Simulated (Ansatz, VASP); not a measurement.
# As (arsenene bilayer, AB) in two plane-wave programs

Wanted: the spread between two codes on one cell, functional and k mesh. The cell is taken from a series of runs on this material, whose earlier steps may have relaxed, scaled, displaced or heated it; both programs get it as it stands.

Calculated with Ansatz 0.2.0; plane waves, with VASP 6.6.1 beside it; single point at PBE with D3(BJ).

## 1. Set-up

The cell holds 4 atoms: 4 As. Its edges and angles: a = 3.670 Å, b = 3.670 Å, c = 22.922 Å, α = 90.0°, β = 90.0°, γ = 120.0°. Vacuum lies along c.

## 2. Ansatz: single point, PBE with D3(BJ)

Ansatz runs on its PAW soft_1 files.

With cell and atoms fixed, the geometry can't cause a difference; cores, projectors, grids and the points listed under the comparison can.

input.yaml reads:

```yaml
crystal:
  lattice:
    - [3.6701503881, 0.0, 0.0]
    - [-1.835075194, 3.1784434718, 0.0]
    - [0.0, 0.0, 22.9217198462]
  atoms:
    - { symbol: As, position: [0.6666666667, 0.3333333333, 0.3926406945] }
    - { symbol: As, position: [0.3333333333, 0.6666666667, 0.4513507951] }
    - { symbol: As, position: [0.0, 0.0, 0.5486492049] }
    - { symbol: As, position: [0.6666666667, 0.3333333333, 0.6073593055] }
kpoints:
  mp_grid: { grid: [18, 18, 1] }
  band_path:
    path: [[0, 0, 0], [0.5, 0, 0], [0.33333333, 0.33333333, 0], [0, 0, 0]]
    npoints: 16
hamiltonian:
  xc: pbe
  dispersion: d3bj
  pseudopotentials: { kind: paw, azcp: { folder: soft_1 } }
scf:
  occupations: { method: fermi_dirac, width: 0.05 }
  convergence: { dr2_threshold: 1.0e-10 }
efield:
  axis: 3
  dipole_correction: true
  ramp_position: 0.97
  ramp_width: 0.06
  amplitude: 0
output:
  dos: { projected: true, e_range: [-6, 5] }
  bader: true
  write_potential: true
  write_density: true
  volumetric_format: npy
  elf: true
```

Launch:

```sh
$ ansatz run input.yaml --threads 4 --pin off --max-ram 6144MiB --backend cpu --events-out ev --progress --plain --runs-dir out
```

Numbers of over 12 decimals in the logs are rounded to 6 here.

The program printed:

```text
Engine: ansatz 0.2.0, aarch64-unknown-linux-gnu
Pseudopotentials: kind: paw
Pseudopotential: As, paw, valence charge 15, recommended cutoff 420 eV (normal), soft_1/As.paw.azcp
Functional definition: PBE
  parameter kappa = 0.804
  parameter beta = 0.066725
  exchange = pbe_x(kappa = kappa, mu = beta*pi^2/3)
  correlation = pbe_c(beta = beta)
Crystal: 4 atoms, lattice volume = 267.390 Å³
Basis set: ecut = 420 eV, 5225 PW (Γ)
Bands: 36, of which v1, the nominal top of the filled ones, is band 30 counted from 1 (29 counted from 0)
Symmetry: 6 space group operations
k-points: 37 of 324 (time reversal used)
Non-local potential: As, projectors of the file, l = 0: 2, l = 1: 2, l = 2: 3, l = 3: 1
PAW form: soft (Blöchl's): semilocal exchange-correlation on the pseudo side does not see the compensation charge
PAW one-centre angular grid: As, 590 points (default); XC on 64 Gauss nodes
Initial density: superposition of atomic densities (neutral atoms: chi_scale 0, normalization atom)
Initial wavefunctions: pseudopotential atomic-orbital guess
Functional: x = pbe(κ = 0.804, μ = 0.219515), c = pbe(β = 0.066725)
iter 1 solved again at ethr=7.79e-4 eV; its pass at ethr=3.10e-3 eV (dr2=4.68e-1 eV) is discarded
SCF iter   1: F=—  HF=-19425.734755 eV  |F-HF|=—  |Δ(HF+E_count)|=         —  Δρ=1.51e-2  dr2=4.69e-1  ethr=7.79e-4  p=0.000 e·Å  D=7.04e-14 V/Å  ΔV_dip=-0.00 eV  dr2_dipole=1.52e-12  V_vac-E_F(+/−)=4.80/4.80 eV  ⟨swp⟩=1.0  Hψ=7605  notcnv=0
efield: sawtooth ramp at fractional position 0.9700 (set: `efield.ramp_position`, or a place that a band, a saddle search or an elastic batch's reference lends), width 0.0600; the density the first Hamiltonian is built on has a dipole p = 0.000 e·Å; the dipole correction subtracts the counter field D = 7.04e-14 V/Å, which shifts the + side's vacuum level by -0.00 eV against the − side's; the planar-averaged density in the ramp window peaks in size at 4.2e-8 e/Å³
preconditioner: auto → LDOS  [insulator: Δε(μ)=0.150 eV  Ē_g=9.069 eV  σ=0.050 eV  W_gap=0.63  n_scr=44 (ndim 8)  ℏωp=10.2 eV  f_vac=0.630  D(μ)=0.35/eV (n_scr^D=2)  ε∞_Penn≈2.3  β→1.0]
SCF iter   2: F=—  HF=-19425.710820 eV  |F-HF|=—  |Δ(HF+E_count)|=   2.39e-2  Δρ=2.86e-3  dr2=1.59e-1  ethr=7.79e-4  p=-0.000 e·Å  D=-2.50e-5 V/Å  ΔV_dip=0.00 eV  dr2_dipole=4.91e-7  V_vac-E_F(+/−)=3.87/3.87 eV  ⟨swp⟩=3.7  Hψ=2042  notcnv=0  defer=1
SCF iter   3: F=—  HF=-19425.734585 eV  |F-HF|=—  |Δ(HF+E_count)|=   2.38e-2  Δρ=3.83e-3  dr2=3.40e-1  ethr=2.65e-4  p=0.000 e·Å  D=5.87e-5 V/Å  ΔV_dip=-0.00 eV  dr2_dipole=8.46e-7  V_vac-E_F(+/−)=4.35/4.35 eV  ⟨swp⟩=4.1  Hψ=2078  notcnv=0  defer=3
SCF iter   4: F=—  HF=-19425.688137 eV  |F-HF|=—  |Δ(HF+E_count)|=   4.64e-2  Δρ=5.00e-4  dr2=2.89e-3  ethr=2.65e-4  p=0.000 e·Å  D=1.34e-5 V/Å  ΔV_dip=-0.00 eV  dr2_dipole=5.37e-8  V_vac-E_F(+/−)=4.16/4.16 eV  ⟨swp⟩=3.0  Hψ=2006  notcnv=0  defer=18
SCF iter   5: F=—  HF=-19425.687851 eV  |F-HF|=—  |Δ(HF+E_count)|=   2.85e-4  Δρ=1.30e-4  dr2=5.35e-5  ethr=4.82e-6  p=-0.000 e·Å  D=-1.12e-5 V/Å  ΔV_dip=0.00 eV  dr2_dipole=3.56e-8  V_vac-E_F(+/−)=4.14/4.14 eV  ⟨swp⟩=2.9  Hψ=2225  notcnv=0  defer=18
SCF iter   6: F=—  HF=-19425.687841 eV  |F-HF|=—  |Δ(HF+E_count)|=   9.86e-6  Δρ=2.58e-5  dr2=1.17e-6  ethr=8.92e-8  p=0.000 e·Å  D=8.02e-6 V/Å  ΔV_dip=-0.00 eV  dr2_dipole=1.63e-8  V_vac-E_F(+/−)=4.14/4.14 eV  ⟨swp⟩=2.0  Hψ=2057  notcnv=0  defer=18
SCF iter   7: F=—  HF=-19425.687851 eV  |F-HF|=—  |Δ(HF+E_count)|=   1.00e-5  Δρ=6.28e-6  dr2=4.42e-7  ethr=1.94e-9  p=-0.000 e·Å  D=-2.05e-5 V/Å  ΔV_dip=0.00 eV  dr2_dipole=9.70e-8  V_vac-E_F(+/−)=4.14/4.14 eV  ⟨swp⟩=2.0  Hψ=2434  notcnv=0  defer=18
SCF iter   8: F=—  HF=-19425.687851 eV  |F-HF|=—  |Δ(HF+E_count)|=   6.62e-8  Δρ=2.54e-6  dr2=9.58e-8  ethr=7.37e-10  p=0.000 e·Å  D=1.12e-5 V/Å  ΔV_dip=-0.00 eV  dr2_dipole=3.17e-8  V_vac-E_F(+/−)=4.14/4.14 eV  ⟨swp⟩=2.0  Hψ=2420  notcnv=0  defer=18
SCF iter   9: F=—  HF=-19425.687851 eV  |F-HF|=—  |Δ(HF+E_count)|=   4.98e-9  Δρ=9.20e-7  dr2=2.74e-9  ethr=1.60e-10  p=-0.000 e·Å  D=-1.65e-6 V/Å  ΔV_dip=0.00 eV  dr2_dipole=4.03e-10  V_vac-E_F(+/−)=4.14/4.14 eV  ⟨swp⟩=1.9  Hψ=1478  notcnv=0  defer=18
SCF iter  10: F=—  HF=-19425.687851 eV  |F-HF|=—  |Δ(HF+E_count)|=   1.96e-9  Δρ=2.92e-7  dr2=2.68e-10  ethr=4.57e-12  p=-0.000 e·Å  D=-6.69e-9 V/Å  ΔV_dip=0.00 eV  dr2_dipole=2.52e-11  V_vac-E_F(+/−)=4.14/4.14 eV  ⟨swp⟩=2.0  Hψ=2431  notcnv=0  defer=18
SCF iter  11: F=-19425.687851 eV  HF=-19425.687851 eV  |F-HF|=3.64e-11  |Δ(HF+E_count)|=  3.75e-10  Δρ=9.40e-8  dr2=3.01e-11  ethr=1.00e-12  p=-0.000 e·Å  D=-3.08e-7 V/Å  ΔV_dip=0.00 eV  dr2_dipole=2.72e-13  V_vac-E_F(+/−)=4.14/4.14 eV  ⟨swp⟩=6.6  Hψ=4174  notcnv=0
SCF 1 converged in 11 iterations: F = -19425.687851 eV  dr2 = 3.01e-11
  greatest PAW one-centre occupation: 0.999 electrons in one spin orbital (limit 2), on the As atom at site 1 (counted from 0), in its partial waves of l = 2
NSCF: frozen V_eff on 49 k-points
efield: sawtooth ramp at fractional position 0.9700 (kept from the solve that this one continues, or follows in the run), width 0.0600; the density the first Hamiltonian is built on has a dipole p = -0.000 e·Å; the dipole correction subtracts the counter field D = -3.08e-7 V/Å, which shifts the + side's vacuum level by +0.00 eV against the − side's; the planar-averaged density in the ramp window peaks in size at 2.7e-8 e/Å³
WARN: The output density's exchange-correlation potential varies sharply where the density is thin. Do not read a vacuum level from v_tot or v_xc, or from such a field of the output density. On a cell that repeats whose density bears no net charge and no dipole along the vacuum's axis use v_es (v_loc + v_h of the components); under efield.dipole_correction with no amplitude use v_es + v_field, which holds any externa [...]
SCF converged after 11 iterations
Free energy (F): -19425.687851 eV
Harris-Foulkes:  -19425.687851 eV  (|F-HF|=3.64e-11)
Internal energy: -19425.684002 eV  (E = F + TS)
E sigma→0 (E₀):  -19425.685927 eV
Entropy (-TS):   -0.003849 eV (-0.962 meV/atom)
Fermi energy:    0.549492 eV
Dipole field:    D = -0.000001 V/Å  (p = -0.000001 e·Å, saw-weighted, corrected)
Work function:   Φ+ = 4.1414 eV   Φ− = 4.1414 eV
Levels:          The Fermi level and band energies are counted from a zero that moves with the ramp; work functions are not
--- Per-component energies (eV) ---
  E_band       = -1552.561430
  E_kinetic    = 386.002781
  E_local      = -60829.866393  (includes V_loc(G=0)·N_el)
  E_nonlocal   = -1571.677198
  E_hartree    = 30602.632447
  E_xc         = -280.170063
  E_vxc        = -292.857142  (∫ρ·V_xc dr)
  E_paw        = -8053.715022  (= ΣΔE_a)
  E_vpaw       = -449.428051  (= ΣTr[D̂ρ^β])
  E_aug_tail   = -0.000020  (compensation charges beyond the density's cutoff)
  E_efield     = 0.000000  (sawtooth field / dipole correction)
  E_vefield    = 0.000000  (∫n·V_field dr)
  E_ewald      = 20322.327888
  E_disp       = -1.218423  (pairwise vdW)
  E_smearing   = -0.003849  (= −TS)
  E_closure    = -0.000000  (closes the sum)
  Σ components = -19425.687851   (vs F -19425.687851, Δ=0.00e0)
--- Band table (eV; the first three rows and the last of 37) ---
  k-point 0: bands = [... 26 lower, -1.1580, -0.9701, -0.9701, 0.0938, 0.6926, 1.9724, 1.9724, 2.5861, ... 2 higher]
  k-point 1: bands = [... 26 lower, -1.3212, -1.2984, -1.0052, 0.3621, 1.0940, 1.7325, 2.0651, 2.8022, ... 2 higher]
  k-point 2: bands = [... 26 lower, -1.5992, -1.5031, -1.1613, 0.3908, 1.2577, 2.2476, 2.2918, 2.5480, ... 2 higher]
  k-point 36: bands = [... 26 lower, -3.4057, -2.7987, -2.7987, -2.0860, 1.7585, 1.7585, 2.8040, 4.5837, ... 2 higher]
--- Bader charges: 4 sites ---
  site symbol  charge [e]  shift [e]
     0     As     -0.0213     0.0000
     1     As      0.0213     0.0000
     2     As      0.0213     0.0000
     3     As     -0.0213     0.0000
  estimated error of the sums over rays = 1.7e-4 e
```

The column dr2 measures how far the density is from self-consistency, as an energy; F and HF (Harris–Foulkes) agree once it is small.

## 3. VASP: single point, PBE with D3(BJ)

The same cell, functional, mesh and smearing now go to VASP, with its own data sets.

Lines of VASP's logs that name or quote its potential files are left out, and so is its time.

INCAR reads:

```
SYSTEM = As
PREC = Accurate
ENCUT = 400
EDIFF = 1E-06
NELM = 120
ISMEAR = -1
SIGMA = 0.05
LREAL = .FALSE.
ALGO = Normal
GGA = PE
IVDW = 12
NBANDS = 16
LORBIT = 11
LWAVE = .FALSE.
LCHARG = .FALSE.
ISIF = 2
LDIPOL = .TRUE.
IDIPOL = 3
DIPOL = 0.5 0.5 0.5
LVHAR = .TRUE.
LASPH = .TRUE.
GGA_COMPAT = .FALSE.
EFERMI = MIDGAP
NELMDL = -8
```

POSCAR reads:

```
As
1.0
    3.6701503881      0.0000000000      0.0000000000
   -1.8350751940      3.1784434718      0.0000000000
    0.0000000000      0.0000000000     22.9217198462
As
4
Direct
    0.6666666667      0.3333333333      0.3926406945
    0.3333333334      0.6666666666      0.4513507951
    0.0000000000      1.0000000000      0.5486492049
    0.6666666667      0.3333333333      0.6073593055
```

KPOINTS reads:

```
Automatic mesh
0
Gamma
18 18 1
0 0 0
```

The projector-augmented-wave data sets are As (PBE family, release 64).

Launch:

```sh
$ mpirun -np 1 vasp_std
```

The program printed:

```text
[banner, memory and clock lines left out]
running    1 mpi-ranks, on    1 nodes
 distrk:  each k-point on    1 cores,    1 groups
 distr:  one band on    1 cores,    1 groups

 POSCAR found type information on POSCAR As
 POSCAR found :  1 types and       4 ions
 LDA part: xc-table for (Slater+PW92), standard interpolation
 POSCAR, INCAR and KPOINTS ok, starting setup
 FFT: planning ... GRIDC
 FFT: planning ... GRID_SOFT
 FFT: planning ... GRID
 WAVECAR not read
 entering main loop
       N       E                     dE             d eps       ncg     rms          rms(c)
DAV:   1     0.114306959746E+03    0.11431E+03   -0.57971E+03  1184   0.735E+02
DAV:   2    -0.655806525734E+01   -0.12087E+03   -0.11594E+03  1688   0.144E+02
DAV:   3    -0.183932539852E+02   -0.11835E+02   -0.11766E+02  1672   0.538E+01
DAV:   4    -0.186472480548E+02   -0.25399E+00   -0.25049E+00  1656   0.931E+00
DAV:   5    -0.186525783472E+02   -0.53303E-02   -0.53298E-02  1640   0.120E+00
DAV:   6    -0.186527235176E+02   -0.14517E-03   -0.14517E-03  1672   0.200E-01
DAV:   7    -0.186527277975E+02   -0.42799E-05   -0.42802E-05  1712   0.294E-02
DAV:   8    -0.186527279836E+02   -0.18613E-06   -0.18581E-06  1408   0.584E-03    0.472E+00
DAV:   9    -0.186021863332E+02    0.50542E-01   -0.29220E-02  1528   0.914E-01    0.284E+00
DAV:  10    -0.185745881232E+02    0.27598E-01   -0.63415E-02  1584   0.135E+00    0.148E-01
DAV:  11    -0.185746494101E+02   -0.61287E-04   -0.15030E-03  1664   0.219E-01    0.939E-02
DAV:  12    -0.185746362557E+02    0.13154E-04   -0.64914E-04  1680   0.137E-01    0.320E-02
DAV:  13    -0.185745744630E+02    0.61793E-04   -0.11948E-04  1696   0.555E-02    0.174E-02
DAV:  14    -0.185745759414E+02   -0.14784E-05   -0.85463E-05  1648   0.367E-02    0.826E-03
DAV:  15    -0.185746107055E+02   -0.34764E-04   -0.92319E-06  1424   0.134E-02    0.560E-03
DAV:  16    -0.185747194222E+02   -0.10872E-03   -0.29991E-05  1520   0.180E-02    0.249E-03
DAV:  17    -0.185747497702E+02   -0.30348E-04   -0.22816E-06  1432   0.548E-03    0.116E-03
DAV:  18    -0.185747676902E+02   -0.17920E-04   -0.12140E-06  1344   0.352E-03    0.771E-04
DAV:  19    -0.185747738511E+02   -0.61609E-05   -0.18878E-07  1328   0.119E-03    0.273E-04
DAV:  20    -0.185747767195E+02   -0.28684E-05   -0.19570E-07  1256   0.962E-04    0.237E-04
DAV:  21    -0.185747776801E+02   -0.96060E-06   -0.37573E-08  1248   0.472E-04
   1 F= -.19793078E+02 E0= -.19790967E+02  d E =-.422202E-02
```

OUTCAR, selected parts (step 3):

```text
ion  position               nearest neighbor table
   1  0.667  0.333  0.393-   2 2.51   2 2.51   2 2.51
   2  0.333  0.667  0.451-   1 2.51   1 2.51   1 2.51
   3  0.000  0.000  0.549-   4 2.51   4 2.51   4 2.51
   4  0.667  0.333  0.607-   3 2.51   3 2.51   3 2.51

  LATTYP: Found a hexagonal cell.
 ALAT       =     3.6701503881
 C/A-ratio  =     6.2454443067

 Subroutine GETGRP returns: Found 12 space group operations
 (whereof  6 operations were pure point group operations)

The static configuration has the point symmetry C_3v.
 The point group associated with its full space group is D_3d.

 Found     37 irreducible k-points:

   k-points           NKPTS =     37   k-points in BZ     NKDIM =     37   number of bands    NBANDS=     16

   dimension x,y,z NGX =    24 NGY =   24 NGZ =  150
   dimension x,y,z NGXF=    48 NGYF=   48 NGZF=  300

   ENCUT  =  400.0 eV  29.40 Ry    5.42 a.u.   5.99  5.99 37.38*2*pi/ulx,y,z

   NELECT =      20.0000    total number of electrons

 k-points in reciprocal lattice and weights: Automatic mesh
   0.00000000  0.00000000  0.00000000       0.003
   0.05555556 -0.00000000  0.00000000       0.019
   0.11111111 -0.00000000  0.00000000       0.019
   0.16666667 -0.00000000  0.00000000       0.019
   0.22222222 -0.00000000  0.00000000       0.019
   0.27777778 -0.00000000  0.00000000       0.019
   0.33333333 -0.00000000  0.00000000       0.019
   0.38888889 -0.00000000  0.00000000       0.019
   0.44444444 -0.00000000  0.00000000       0.019
[...]
0.33333333  0.27777778  0.00000000       0.037
   0.33333333  0.33333333  0.00000000       0.006

 dipolmoment           0.000000      0.000000     -0.000000 electrons x Angstroem

 average (electrostatic) potential at core
       1 -56.4130       2 -56.6012       3 -56.6012       4 -56.4130

 E-fermi :  -0.9874

 k-point     1 :       0.0000    0.0000    0.0000
  band No.  band energies     occupation
    ...
      6      -2.7032      2.00000
      7      -2.7032      2.00000
      8      -2.5176      2.00000
      9      -2.5176      2.00000
     10      -1.4419      1.99977
     11      -0.8656      0.16088
     12       0.4350      0.00000
     13       0.4350      0.00000
     14       1.0424      0.00000
     15       1.4948      0.00000
    ...

 k-point     2 :       0.0556   -0.0000    0.0000
  band No.  band energies     occupation
    ...
      6      -3.1222      2.00000
      7      -2.8654      2.00000
      8      -2.8441      2.00000
      9      -2.5527      2.00000
     10      -1.1698      1.94916
     11      -0.4606      0.00005
     12       0.1923      0.00000
     13       0.5282      0.00000
     14       1.2604      0.00000
     15       1.5007      0.00000
    ...

 k-point     3 :       0.1111   -0.0000    0.0000
  band No.  band energies     occupation
    ...
      6      -3.7151      2.00000
      7      -3.1452      2.00000
      8      -3.0335      2.00000
      9      -2.7092      2.00000
     10      -1.1355      1.90160
     11      -0.2889      0.00000
     12       0.7009      0.00000
     13       0.7565      0.00000
     14       1.0085      0.00000
     15       1.8452      0.00000
    ...

 Edisp (eV)   -1.21830

  Total       0.15945     0.15945     0.12296     0.00000     0.00000     0.00000
  in kB       0.95541     0.95541     0.73674     0.00000     0.00000     0.00000
  external pressure =        0.88 kB  Pullay stress =        0.00 kB

  energy-cutoff  :      400.00
  volume of cell :      267.39
      direct lattice vectors                 reciprocal lattice vectors
     3.670150388  0.000000000  0.000000000     0.272468399  0.157309703  0.000000000
    -1.835075194  3.178443472  0.000000000     0.000000000  0.314619407  0.000000000
     0.000000000  0.000000000 22.921719846     0.000000000  0.000000000  0.043626744

 POSITION                                       TOTAL-FORCE (eV/Angst)
 -----------------------------------------------------------------------------------
      1.83508      1.05948      9.00000        -0.000000      0.000000     -0.061717
      0.00000      2.11896     10.34574        -0.000000     -0.000000      0.072953
      0.00000      0.00000     12.57598         0.000000      0.000000     -0.072953
      1.83508      1.05948     13.92172         0.000000     -0.000000      0.061717
 -----------------------------------------------------------------------------------
    total drift:                               -0.000000      0.000000      0.000000

  FREE ENERGIE OF THE ION-ELECTRON SYSTEM (eV)
  ---------------------------------------------------
  free  energy   TOTEN  =       -19.7930784475 eV

  energy  without entropy=      -19.7888564274  energy(sigma->0) =      -19.79096744

 vacuum level on the upper side and lower side of the slab         3.163         3.163

 total charge
# of ion       s       p       d       tot
------------------------------------------
    1        1.296   1.377   0.039   2.711
    2        1.298   1.359   0.054   2.711
    3        1.298   1.359   0.054   2.711
    4        1.296   1.377   0.039   2.711
--------------------------------------------------
tot          5.187   5.472   0.185  10.844

[... 3 further parts left out ...]
```

The gap is under twice the smearing width, so the edge states are partly filled and the run can't tell a small gap from a semimetal.

## 4. Differences

Known differences besides the potentials themselves: the data sets hold 60 valence electrons in Ansatz (on its PAW soft_1 files) and 20 in VASP; the cutoff is 420 eV in Ansatz and 400 eV in VASP. Total energies have different zeros and are not compared.

The two programs side by side:

```
              quantity  Ansatz   VASP  difference
gap on the k mesh (eV)   0.110  0.090      +0.020
```

A gap on the mesh is an upper bound, since the band edges may lie between its points. With vacuum in the cell, a pressure given here is an average over mostly empty space and none of the material.

## 5. What came out

| Property | Result |
| --- | --- |
| difference in gap on the k mesh (single point, PBE with D3(BJ)) | 0.020 eV |

The difference in gap on the k mesh is 0.020 eV (single point, PBE with D3(BJ)), within the 0.08 eV picked in this series as the mark of a large difference. The data sets hold unlike numbers of valence electrons (60 in Ansatz and 20 in VASP), so part of the differences comes from the potentials. How closely two codes agree says nothing of how well the functional describes the real material.

[Lines on the potential files, build, host, timing and source positions are cut from VASP's logs without a mark.]

[Logs are printed without paths, hosts, clocks, repeated set-up lines and the standing remarks that a program may print on its own settings, such as how far it seeks lower states.]

[Hosts, paths, dates, database ids (printed as entryN), source tags and the programs' standing remarks are cut or masked in the printed files.]
